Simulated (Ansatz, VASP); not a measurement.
SiP5 in VASP and in Ansatz

```
CELL_PARAMETERS angstrom
3.45141 0.00000 0.00000
-1.72571 2.98901 0.00000
0.00000 0.00000 9.80829
ATOMIC_POSITIONS crystal
Si 0.00000 0.00000 0.23596
P 0.33333 0.66667 0.43655
P 0.66667 0.33333 0.55712
P 0.66667 0.33333 0.12449
P 0.00000 0.00000 0.76321
P 0.33333 0.66667 0.88267
```

Alike in both runs: functional PBE; k mesh 12 × 12 × 4; occupations gaussian, width 0.1 eV; no spin polarisation.

Ansatz relaxed the structure, and its values are those at the end. VASP's run is a single point on that final structure, the one shown.

|  | VASP | Ansatz |
| --- | --- | --- |
| version | VASP 6.6.1 | Ansatz 0.2.0 |
| potentials or method | VASP PAW PBE potentials, release 64 (Si, P) | scalar-relativistic, plane waves, PAW |
| plane-wave cutoff (eV) | 520 | 420 |
| valence electrons in the cell | 29 | 29 |

|  | VASP | Ansatz | Ansatz less VASP |
| --- | --- | --- | --- |
| gap on the k mesh at the Fermi level (eV) | none | none | - |
| pressure (GPa) | -0.2 | 0.0 | +0.23 |
| rms of the force components (eV/Å) | 0.026 | 0.000 | -0.0259 |

A gap of «none» marks a metal or a gap that the smearing closes.
